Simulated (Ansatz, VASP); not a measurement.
# RbInH4: VASP beside Ansatz

Aim: how closely do two programs agree when they are given the same cell, functional and k mesh? The cell is invented: As first built, before any earlier steps moved the atoms (in the runner's words): In for B in the RbBH4 structure of space group F-43m. It may not be a known or stable phase. The two relaxations start from unlike cells of this crystal (the structure described is Ansatz's start), so only their ends are compared.

Method: plane waves, with VASP 6.6.1 beside it; relaxation of cell and atoms at PBE, in Ansatz 0.2.0.

## 1. The starting structure

It takes space group F-43m (No. 216, cubic). The conventional cell has a = 7.417 Å, b = 7.417 Å, c = 7.417 Å, α = 90.00°, β = 90.00°, γ = 90.00°. Rb has 12 H at 3.14 Å nearest. Nearest to In lie 4 H at 1.32 Å. Nearest to H lie 1 In at 1.32 Å and 6 H at 2.15 to 3.10 Å and 3 Rb at 3.14 Å. It derives from RbBH4. As first built, before any earlier steps moved the atoms (in the runner's words): In for B in the RbBH4 structure of space group F-43m. Farther neighbours are not listed.

## 2. VASP: relaxation of cell and atoms, PBE

The relaxed volume is the usual yardstick between codes: in a stiff, nearly cubic crystal its relative difference is about their pressure difference at one cell divided by the bulk modulus.

Lines of VASP's logs that name or quote its potential files are left out, and so is its time.

File INCAR:

```
SYSTEM = RbInH4
PREC = Accurate
ENCUT = 500
EDIFF = 1E-07
NELM = 120
ISMEAR = 0
SIGMA = 0.03
LREAL = .FALSE.
ALGO = Normal
GGA = PE
NBANDS = 19
LORBIT = 11
LWAVE = .FALSE.
LCHARG = .FALSE.
ISIF = 3
IBRION = 2
NSW = 80
EDIFFG = -0.005
LASPH = .TRUE.
GGA_COMPAT = .FALSE.
NELMIN = 4
EFERMI = MIDGAP
KPAR = 2
```

File POSCAR:

```
RbInH4
1.0
    0.0000000000      3.9822873570      3.9822873570
    3.9822873570      0.0000000000      3.9822873570
    3.9822873570      3.9822873570      0.0000000000
Rb In H
1 1 4
Direct
    0.0000000000      0.0000000000      0.0000000000
    0.5000000000      0.5000000000      0.5000000000
    0.3714390965      0.8856827104      0.3714390965
    0.3714390965      0.3714390965      0.8856827104
    0.3714390965      0.3714390965      0.3714390965
    0.8856827104      0.3714390965      0.3714390965
```

File KPOINTS:

```
Automatic mesh
0
Gamma
6 6 6
0 0 0
```

The projector-augmented-wave data sets are Rb_sv, In_d and H (PBE family, release 64).

On the command line:

```sh
> mpirun -np 2 vasp_std
```

Numbers of over 12 decimals in the logs are rounded to 6 here.

The log of the run:

```text
[banner, memory and clock lines left out]
running    2 mpi-ranks, on    1 nodes
 distrk:  each k-point on    1 cores,    2 groups
 distr:  one band on    1 cores,    1 groups

 POSCAR found type information on POSCAR RbInH
 POSCAR found :  3 types and       6 ions
 LDA part: xc-table for (Slater+PW92), standard interpolation
 POSCAR, INCAR and KPOINTS ok, starting setup
 FFT: planning ... GRIDC
 FFT: planning ... GRID_SOFT
 FFT: planning ... GRID
 WAVECAR not read
 entering main loop
       N       E                     dE             d eps       ncg     rms          rms(c)
DAV:   1     0.183233729366E+03    0.18323E+03   -0.11179E+04   608   0.126E+03
DAV:   2    -0.200274050733E+01   -0.18524E+03   -0.17827E+03   660   0.291E+02
DAV:   3    -0.180148961549E+02   -0.16012E+02   -0.15967E+02   717   0.984E+01
DAV:   4    -0.186419431029E+02   -0.62705E+00   -0.62634E+00  1090   0.202E+01
DAV:   5    -0.186468514275E+02   -0.49083E-02   -0.49075E-02   758   0.144E+00    0.816E+00
DAV:   6    -0.174921585624E+02    0.11547E+01   -0.10670E+00   811   0.935E+00    0.420E+00
DAV:   7    -0.171079681125E+02    0.38419E+00   -0.13721E+00   948   0.613E+00    0.925E-01
DAV:   8    -0.171220179749E+02   -0.14050E-01   -0.96314E-02   735   0.284E+00    0.447E-01
DAV:   9    -0.171277261349E+02   -0.57082E-02   -0.12731E-02   710   0.920E-01    0.215E-01
DAV:  10    -0.171300700329E+02   -0.23439E-02   -0.27520E-03   796   0.367E-01    0.111E-01
DAV:  11    -0.171307237960E+02   -0.65376E-03   -0.72667E-04   674   0.220E-01    0.431E-02
DAV:  12    -0.171307180888E+02    0.57072E-05   -0.90415E-05   890   0.542E-02    0.888E-03
DAV:  13    -0.171307368649E+02   -0.18776E-04   -0.31258E-05   710   0.346E-02    0.946E-03
DAV:  14    -0.171307361884E+02    0.67653E-06   -0.67589E-06   738   0.162E-02    0.402E-03
DAV:  15    -0.171307363098E+02   -0.12145E-06   -0.46451E-07   665   0.361E-03    0.243E-03
DAV:  16    -0.171307364482E+02   -0.13836E-06   -0.77661E-08   570   0.207E-03    0.753E-04
DAV:  17    -0.171307364332E+02    0.14994E-07   -0.10815E-08   526   0.740E-04
   1 F= -.17130736E+02 E0= -.17130736E+02  d E =-.171307E+02
[...]
2 F= -.17130816E+02 E0= -.17130816E+02  d E =-.798359E-04
[...]
3 F= -.17130868E+02 E0= -.17130868E+02  d E =-.132063E-03
[...]
4 F= -.17130916E+02 E0= -.17130916E+02  d E =-.476146E-04
[...]
5 F= -.17131026E+02 E0= -.17131026E+02  d E =-.157299E-03
[...]
6 F= -.17131097E+02 E0= -.17131097E+02  d E =-.228783E-03
[...]
7 F= -.17131099E+02 E0= -.17131099E+02  d E =-.230594E-03
 curvature:  -5.81 expect dE=-0.270E-03 dE for cont linesearch -0.139E-07
 trial: gam=-0.14352 g(F)=  0.219E-04 g(S)=  0.246E-04 ort =-0.874E-06 (trialstep = 0.118E+01)
 search vector abs. value=  0.533E-04
 bond charge predicted
       N       E                     dE             d eps       ncg     rms          rms(c)
DAV:   1    -0.171314535385E+02   -0.35449E-03   -0.79180E-03   698   0.129E+00    0.114E-01
DAV:   2    -0.171311759959E+02    0.27754E-03   -0.64934E-04   860   0.423E-01    0.430E-02
DAV:   3    -0.171311258878E+02    0.50108E-04   -0.15900E-04   872   0.182E-01    0.324E-02
DAV:   4    -0.171311268318E+02   -0.94397E-06   -0.10970E-05   913   0.248E-02    0.266E-02
DAV:   5    -0.171311280225E+02   -0.11908E-05   -0.18709E-06  1082   0.895E-03    0.125E-02
DAV:   6    -0.171311290221E+02   -0.99964E-06   -0.55900E-07  1047   0.383E-03    0.434E-03
DAV:   7    -0.171311294370E+02   -0.41489E-06   -0.15174E-07   604   0.268E-03    0.377E-04
DAV:   8    -0.171311295064E+02   -0.69383E-07   -0.27233E-08   352   0.107E-03
   8 F= -.17131130E+02 E0= -.17131130E+02  d E =-.304160E-04
 trial-energy change:   -0.000030  1 .order   -0.000029   -0.000055   -0.000003
 step:   1.2502(harm=  1.2600)  dis= 0.00022  next Energy=   -17.131130 (dE=-0.305E-04)
 reached required accuracy - stopping structural energy minimisation
```

Parts of OUTCAR (step 2):

```text
ion  position               nearest neighbor table
   1  0.000  0.000  0.000-   3 3.29   4 3.29   6 3.29   5 3.29   5 3.29   5 3.29   4 3.29   3 3.29
                             6 3.29   3 3.29   4 3.29   6 3.29   2 3.98   2 3.98   2 3.98   2 3.98
   2  0.500  0.500  0.500-   3 1.77   4 1.77   6 1.77   5 1.77   1 3.98   1 3.98   1 3.98   1 3.98
                             1 3.98   1 3.98
   3  0.371  0.886  0.371-   2 1.77   1 3.29   1 3.29   1 3.29
   4  0.371  0.371  0.886-   2 1.77   1 3.29   1 3.29   1 3.29
   5  0.371  0.371  0.371-   2 1.77   1 3.29   1 3.29   1 3.29
   6  0.886  0.371  0.371-   2 1.77   1 3.29   1 3.29   1 3.29

  LATTYP: Found a face centered cubic cell.
 ALAT       =     7.9645747140

 Subroutine GETGRP returns: Found 24 space group operations
 (whereof 24 operations were pure point group operations)

The static configuration has the point symmetry T_d .

 Found     16 irreducible k-points:

   k-points           NKPTS =     16   k-points in BZ     NKDIM =     16   number of bands    NBANDS=     19

   dimension x,y,z NGX =    42 NGY =   42 NGZ =   42
   dimension x,y,z NGXF=    84 NGYF=   84 NGZF=   84

   ENCUT  =  500.0 eV  36.75 Ry    6.06 a.u.  10.27 10.27 10.27*2*pi/ulx,y,z

   NELECT =      26.0000    total number of electrons

 k-points in reciprocal lattice and weights: Automatic mesh
   0.00000000  0.00000000  0.00000000       0.005
   0.16666667  0.00000000  0.00000000       0.037
   0.33333333  0.00000000  0.00000000       0.037
   0.50000000  0.00000000  0.00000000       0.019
   0.16666667  0.16666667  0.00000000       0.028
   0.33333333  0.16666667  0.00000000       0.111
   0.50000000  0.16666667  0.00000000       0.111
  -0.33333333  0.16666667  0.00000000       0.111
  -0.16666667  0.16666667  0.00000000       0.056
[...]
-0.33333333  0.33333333  0.16666667       0.111
  -0.33333333  0.50000000  0.16666667       0.056

 average (electrostatic) potential at core
       1 -39.3899       2-100.2264       3 -35.4823       4 -35.4823       5 -35.4823
       6 -35.4823

 E-fermi :   0.4111

 k-point     1 :       0.0000    0.0000    0.0000
  band No.  band energies     occupation
    ...
      9     -11.1255      2.00000
     10      -6.7009      2.00000
     11      -1.7824      2.00000
     12      -1.7824      2.00000
     13      -1.7824      2.00000
     14       2.9104      0.00000
     15       3.9566      0.00000
     16       3.9566      0.00000
     17       3.9566      0.00000
     18       4.6041      0.00000
    ...

 k-point     2 :       0.1667    0.0000    0.0000
  band No.  band energies     occupation
    ...
      9     -11.1250      2.00000
     10      -6.5845      2.00000
     11      -2.1586      2.00000
     12      -1.8334      2.00000
     13      -1.8334      2.00000
     14       3.2232      0.00000
     15       3.6564      0.00000
     16       4.0982      0.00000
     17       4.0982      0.00000
     18       5.6184      0.00000
    ...

 k-point     3 :       0.3333    0.0000    0.0000
  band No.  band energies     occupation
    ...
      9     -11.1238      2.00000
     10      -6.3180      2.00000
     11      -2.8320      2.00000
     12      -1.9306      2.00000
     13      -1.9306      2.00000
     14       3.0292      0.00000
     15       4.5121      0.00000
     16       4.5121      0.00000
     17       4.6858      0.00000
     18       6.3080      0.00000
    ...

  Total       -0.0024144     -0.0024144     -0.0024144      0.0000000      0.0000000      0.0000000
  in kB       -0.0302711     -0.0302711     -0.0302711      0.0000000      0.0000000      0.0000000
  external PRESSURE =      -0.0302711 kB  Pullay stress =       0.0000000 kB

  energy-cutoff  :      500.00
  volume of cell :      127.79
      direct lattice vectors                 reciprocal lattice vectors
    -0.000000000  3.997776681  3.997776681    -0.125069517  0.125069517  0.125069517
     3.997776681  0.000000000  3.997776681     0.125069517 -0.125069517  0.125069517
     3.997776681  3.997776681  0.000000000     0.125069517  0.125069517 -0.125069517

 POSITION                                       TOTAL-FORCE (eV/Angst)
 -----------------------------------------------------------------------------------
      0.00000      0.00000      0.00000        -0.000000     -0.000000     -0.000000
      3.99778      3.99778      3.99778        -0.000000     -0.000000     -0.000000
      5.02189      2.97366      5.02189        -0.000187      0.000187     -0.000187
      5.02189      5.02189      2.97366        -0.000187     -0.000187      0.000187
      2.97366      2.97366      2.97366         0.000187      0.000187      0.000187
      2.97366      5.02189      5.02189         0.000187     -0.000187     -0.000187
 -----------------------------------------------------------------------------------
    total drift:                                0.000001      0.000001      0.000001

  FREE ENERGIE OF THE ION-ELECTRON SYSTEM (eV)
  ---------------------------------------------------
  free  energy   TOTEN  =       -17.1311295064 eV

  energy  without entropy=      -17.1311295064  energy(sigma->0) =      -17.13112951

 reached required accuracy - stopping structural energy minimisation

 total charge
# of ion       s       p       d       tot
------------------------------------------
    1        1.935   5.351   0.013   7.299
    2        0.822   0.994   9.874  11.690
    3        0.515   0.007   0.000   0.522
    4        0.515   0.007   0.000   0.522
    5        0.515   0.007   0.000   0.522
    6        0.515   0.007   0.000   0.522
--------------------------------------------------
tot          4.817   6.372   9.887  21.076

[... 3 further parts left out ...]
```

## 3. Ansatz: relaxation of cell and atoms, PBE

Ansatz runs on its default PAW (the set named soft_2) files.

Its own start cell and the same functional, mesh and smearing now go to Ansatz, which takes its cutoff from its data sets.

File input.yaml:

```yaml
crystal:
  lattice:
    - [0.0, 3.7086046873, 3.7086046873]
    - [3.7086046873, 0.0, 3.7086046873]
    - [3.7086046873, 3.7086046873, 0.0]
  atoms:
    - { symbol: Rb, position: [0.0, 0.0, 0.0] }
    - { symbol: In, position: [0.5, 0.5, 0.5] }
    - { symbol: H, position: [0.3975848, 0.8072456, 0.3975848] }
    - { symbol: H, position: [0.3975848, 0.3975848, 0.8072456] }
    - { symbol: H, position: [0.3975848, 0.3975848, 0.3975848] }
    - { symbol: H, position: [0.8072456, 0.3975848, 0.3975848] }
kpoints:
  mp_grid: { grid: [6, 6, 6] }
scf:
  occupations: { method: gaussian, width: 0.03 }
hamiltonian:
  xc: pbe
output:
  forces: true
  stress: true
relax:
  f_tol: 0.02
  max_steps: 60
  cell: {}
```

On the command line:

```sh
> ansatz run input.yaml --threads 2 --pin off --max-ram 4096MiB --backend cpu --events-out ev --progress --plain --runs-dir out
```

The log of the run:

```text
Engine: ansatz 0.2.0, x86_64-unknown-linux-gnu
Pseudopotentials: kind: paw
Pseudopotential: Rb, paw, valence charge 9, recommended cutoff 420 eV (normal), Rb.paw.azcp
Pseudopotential: In, paw, valence charge 13, recommended cutoff 420 eV (normal), In.paw.azcp
Pseudopotential: H, paw, valence charge 1, recommended cutoff 420 eV (normal), H.paw.azcp
Functional definition: PBE
  parameter kappa = 0.804
  parameter beta = 0.066725
  exchange = pbe_x(kappa = kappa, mu = beta*pi^2/3)
  correlation = pbe_c(beta = beta)
Crystal: 6 atoms, lattice volume = 102.014 Å³
Basis set: ecut = 420 eV, 1989 PW (Γ), exchange–correlation on 72×72×72 points (8 copies of the dense FFT grid, shifted against one another)
Bands: 19, of which v1, the nominal top of the filled ones, is band 13 counted from 1 (12 counted from 0)
Symmetry: 24 space group operations
Space group: F-43m (ITA 216), of the structure as read, at distance tolerance 4.7e-5 Å
k-points: 16 of 216 (time reversal used)
Non-local potential: Rb, projectors of the file, l = 0: 3, l = 1: 2, l = 2: 2
Non-local potential: In, projectors of the file, l = 0: 2, l = 1: 2, l = 2: 2, l = 3: 2
Non-local potential: H, projectors of the file, l = 0: 2, l = 1: 1
PAW form: soft (Blöchl's): semilocal exchange-correlation on the pseudo side does not see the compensation charge
PAW one-centre angular grid: Rb, 110 points (default); XC on 64 Gauss nodes
PAW one-centre angular grid: In, 590 points (default); XC on 64 Gauss nodes
PAW one-centre angular grid: H, 110 points (default); XC on 64 Gauss nodes
Initial density: superposition of atomic densities (neutral atoms: chi_scale 0, normalization atom), corrected by the library's trained network
Initial wavefunctions: pseudopotential atomic-orbital guess
Functional: x = pbe(κ = 0.804, μ = 0.219515), c = pbe(β = 0.066725)
SCF iter   1: F=—  HF=-8920.371821 eV  |F-HF|=—  |Δ(HF+E_count)|=         —  Δρ=4.13e-3  dr2=2.99e-2  ethr=1.77e-3  ⟨swp⟩=6.0  Hψ=1842  notcnv=0  defer=1
preconditioner: auto → none  [insulator: Δε(μ)=4.697 eV  Ē_g=16.184 eV  σ=0.030 eV  W_gap=1.00  n_scr=14 (ndim 8)  ℏωp=18.0 eV  f_vac=0.089  D(μ)=0.00/eV (n_scr^D=0)  ε∞_Penn≈2.2]
SCF iter   2: F=—  HF=-8920.376611 eV  |F-HF|=—  |Δ(HF+E_count)|=   4.79e-3  Δρ=2.07e-3  dr2=3.79e-3  ethr=1.15e-4  ⟨swp⟩=4.0  Hψ=740  notcnv=0  defer=29
SCF iter   3: F=—  HF=-8920.382210 eV  |F-HF|=—  |Δ(HF+E_count)|=   5.60e-3  Δρ=6.15e-4  dr2=5.75e-4  ethr=1.46e-5  ⟨swp⟩=2.8  Hψ=550  notcnv=0  defer=29
SCF iter   4: F=—  HF=-8920.383453 eV  |F-HF|=—  |Δ(HF+E_count)|=   1.24e-3  Δρ=1.73e-4  dr2=3.71e-5  ethr=2.21e-6  ⟨swp⟩=2.0  Hψ=533  notcnv=0  defer=29
SCF iter   5: F=—  HF=-8920.383731 eV  |F-HF|=—  |Δ(HF+E_count)|=   2.78e-4  Δρ=2.51e-5  dr2=8.26e-7  ethr=1.43e-7  ⟨swp⟩=2.2  Hψ=449  notcnv=0  defer=29
SCF iter   6: F=-8920.383735 eV  HF=-8920.383735 eV  |F-HF|=6.74e-8  |Δ(HF+E_count)|=   3.88e-6  Δρ=4.45e-6  dr2=1.53e-8  ethr=3.85e-10  ⟨swp⟩=6.8  Hψ=1187  notcnv=0
SCF 1 converged in 6 iterations: F = -8920.383735 eV  dr2 = 1.53e-8
  greatest PAW one-centre occupation: 0.980 electrons in one spin orbital (limit 2), on the In atom at site 1 (counted from 0), in its partial waves of l = 2
relax step   1: F+E_penalty+E_count = -8920.38373529 eV  Δ(F+E_penalty+E_count) = +0.000e0 eV  max|allowed force component| = 7.333e0 eV/Å  Δτ_max = 0.0000 Å  P = +36.196 GPa  Ω = 102.014 Å³  (6 SCF iters, dr2 threshold 1.00e-7 eV, accepted)
[...]
relax step   4: F+E_penalty+E_count = -8928.72294579 eV  Δ(F+E_penalty+E_count) = -3.360e-1 eV  max|allowed force component| = 2.623e-1 eV/Å  Δτ_max = 0.0570 Å  P = +1.151 GPa  Ω = 129.091 Å³  energy of the carried Pulay correction = -2.259e-2 eV  (5 SCF iters, dr2 threshold 6.00e-7 eV, accepted)
[...]
relax step   5: F+E_penalty+E_count = -8928.75739717 eV  Δ(F+E_penalty+E_count) = -3.445e-2 eV  max|allowed force component| = 5.349e-2 eV/Å  Δτ_max = 0.0278 Å  P = +0.153 GPa  Ω = 129.697 Å³  energy of the carried Pulay correction = -2.304e-2 eV  (5 SCF iters, dr2 threshold 6.00e-7 eV, accepted)
[...]
relax step   6: F+E_penalty+E_count = -8928.76006298 eV  Δ(F+E_penalty+E_count) = -2.666e-3 eV  max|allowed force component| = 5.325e-3 eV/Å  Δτ_max = 0.0109 Å  P = -0.021 GPa  Ω = 128.851 Å³  energy of the carried Pulay correction = -2.242e-2 eV  (5 SCF iters, dr2 threshold 1.79e-7 eV, accepted)
[...]
relax step   7: F+E_penalty+E_count = -8928.78111547 eV  Δ(F+E_penalty+E_count) = -2.105e-2 eV  max|allowed force component| = 4.109e-3 eV/Å  Δτ_max = 0.0000 Å  P = +0.038 GPa  Ω = 128.851 Å³  stress off target by 3.76e-2 GPa  SCF on the basis re-selected at this cell (its energy is not comparable with the rows above)  (7 SCF iters)
basis re-selected at this cell: Δ(F+E_penalty+E_count) = -2.105e-2 eV, ΔP = +0.059 GPa vs the last step (what re-selecting the basis moved, of the pressure what is left beyond the Pulay correction that the steps carried, after the strain that the cell walked since its last selection, with what the two solves' SCF thresholds leave and, on support functions, any second-order correction that the steps lacked; it is no measure of the basis error at this ecutwfc). The dense FFT grid was sized anew with the basis: this SCF ran on 40×40×40 points, the steps before it on 36×36×36, so part of this shift can come from that change (see relax.cell in the input reference). [rest of the remark cut]
SCF converged after 7 iterations
Free energy (F): -8928.781115 eV
Harris-Foulkes:  -8928.781115 eV  (|F-HF|=3.64e-11)
Internal energy: -8928.781115 eV  (E = F + TS)
E sigma→0 (E₀):  -8928.781115 eV
Fermi energy:    2.366965 eV
--- Per-component energies (eV) ---
  E_band       = -231.805202
  E_kinetic    = 487.917478
  E_local      = -2368.056098  (includes V_loc(G=0)·N_el)
  E_nonlocal   = 545.003782
  E_hartree    = 864.265455
  E_xc         = -380.799694
  E_vxc        = -281.276892  (∫ρ·V_xc dr)
  E_paw        = -6775.432521  (= ΣΔE_a)
  E_vpaw       = -343.919928  (= ΣTr[D̂ρ^β])
  E_aug_tail   = -0.004448  (compensation charges beyond the density's cutoff)
  E_ewald      = -1301.675069
  E_smearing   = -0.000000  (= −TS)
  E_closure    = 0.000000  (closes the sum)
  Σ components = -8928.781115   (vs F -8928.781115, Δ=0.00e0)
--- Forces (eV/Å), atoms counted from 1 ---
  atom   1  Rb     0.00000000     0.00000000     0.00000000
  atom   2  In     0.00000000     0.00000000     0.00000000
  atom   3  H      0.00410909    -0.00410909     0.00410909
  atom   4  H      0.00410909     0.00410909    -0.00410909
  atom   5  H     -0.00410909    -0.00410909    -0.00410909
  atom   6  H     -0.00410909     0.00410909     0.00410909
  max |Σ_I F_I| component: 3.56e-17 eV/Å
--- Stress (GPa, compression-positive) ---
        0.037572      -0.000000      -0.000000
       -0.000000       0.037572       0.000000
       -0.000000       0.000000       0.037572
  P = ⅓ Tr σ = 0.0376 GPa (0.376 kbar)
--- Relaxed structure (6 steps of the walk, 6 accepted, 1 SCFs on fresh bases) ---
  F+E_penalty+E_count = -8928.78111547 eV   max|allowed force component| = 4.109e-3 eV/Å   (the final SCF, on the basis selected at the relaxed cell)
  cell:  # Å, volume = 128.8507 Å³
    - [0, 4.008842, 4.008842]
    - [4.008842, 0, 4.008842]
    - [4.008842, 4.008842, 0]
  atoms:
    - { symbol: Rb, position: [0, 4.2877667489272844e-19, 0] }
    - { symbol: In, position: [0.500000, 0.500000, 0.500000] }
    - { symbol: H, position: [0.372264, 0.883207, 0.372264] }
    - { symbol: H, position: [0.372264, 0.372264, 0.883207] }
    - { symbol: H, position: [0.372264, 0.372264, 0.372264] }
    - { symbol: H, position: [0.883207, 0.372264, 0.372264] }
```

The column dr2 measures how far the density is from self-consistency, as an energy; F and HF (Harris–Foulkes) agree once it is small.

## 4. Side by side

Known differences besides the potentials themselves: the cutoff is 420 eV in Ansatz and 500 eV in VASP; Ansatz adds a Pulay correction to the stress that steers its cell, VASP none. Total energies have different zeros and are not compared.

Compared:

| quantity | Ansatz | VASP | difference |
| --- | --- | --- | --- |
| volume (Å³) | 128.85 | 127.79 | +0.83 % |
| edge a after relaxation, in the typed setting (Å) | 5.669 | 5.654 | +0.28 % |

## 5. Results

```json
{
  "difference in volume (relaxation of cell and atoms, PBE)": "0.83 %"
}
```

What this shows: The difference in volume is 0.83 % (relaxation of cell and atoms, PBE), within the 1.2 % picked in this series as the mark of a large difference, as far as the stopping tolerances let one tell. Such differences can come from data sets, numerical settings and the points named under the comparisons, not from the functional's error against experiment.

[Lines on the potential files, build, host, timing and source positions are cut from VASP's logs without a mark.]

[Logs are printed without paths, hosts, clocks, repeated set-up lines and the standing remarks that a program may print on its own settings, such as how far it seeks lower states.]

[Hosts, paths, dates, database ids (printed as entryN), source tags and the programs' standing remarks are cut or masked in the printed files.]
